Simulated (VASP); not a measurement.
**Cs3Pt in VASP: convergence with ENCUT**

Input of the first run (ENCUT 200 eV); the others differ in this setting and in those tied to it:

File INCAR:

```
  PREC = Accurate
  ENCUT = 200
  EDIFF = 1E-7
  ISMEAR = 1
  SIGMA = 0.1
  LREAL = False
  LASPH = True
  NELM = 60
  ALGO = Normal
  ISIF = 2
  LWAVE = False
  LCHARG = False
  METAGGA = R2SCAN
  LMIXTAU = True
```

Contents of KPOINTS:

```
regular mesh
0
Gamma
  4 4 4
```

File POSCAR:

```
Cs3Pt
1.0
    5.7776530000      0.0000000000      0.0000000000
    0.0000000000      5.7776530000      0.0000000000
    0.0000000000      0.0000000000      5.7776530000
Pt Cs
1 3
Direct
    0.5008810000      0.5035560000      0.4951530000
    0.5006380000     -0.0004380000     -0.0021550000
   -0.0014390000      0.4995890000      0.0010030000
   -0.0055640000      0.0005720000      0.4981060000
```

Potentials or basis: VASP PAW PBE potentials, release 64 (Pt, Cs_sv).

Run with:

```console
$ cat potpaw_PBE.64/Pt/POTCAR potpaw_PBE.64/Cs_sv/POTCAR > POTCAR
$ mpirun -np 1 vasp_std > vasp.out
```

The cell isn't the ideal one: atoms moved at random, drawn with an rms of 0.02 Å.

The cell comes from a database or a generator and needn't be the stable form of this composition.

Hardware: 1 thread of AMD EPYC 9R45 96-Core Processor (Zen 5) (shared host).

Problem. The values tried are 200 eV, 250 eV, 300 eV, 350 eV, 400 eV, 450 eV, 500 eV, 600 eV, 800 eV, loosest first. From which on does the energy stay within 1 meV/atom of the tightest run that finished?

Solution. From 450 eV on.

```
 ENCUT  energy less the tightest run, at zero smearing (meV/atom)  SCF cycles  CPU time (s)  peak memory (GiB)
200 eV                                                      21.07          23           130               0.15
250 eV                                                       3.90          23           160               0.16
300 eV                                                       4.03          24           270               0.22
350 eV                                                       3.66          24           240               0.23
400 eV                                                       1.83          23           340               0.28
450 eV                                                       0.54          25           370               0.29
500 eV                                                       0.19          23           400               0.34
600 eV                                                       0.60          24           590               0.44
800 eV                                                       0.00          24           920               0.58
```

The tightest run that finished is the yardstick and may itself not be fully converged.

 The run has no spin-orbit coupling, so splittings on Cs, Pt are missing.
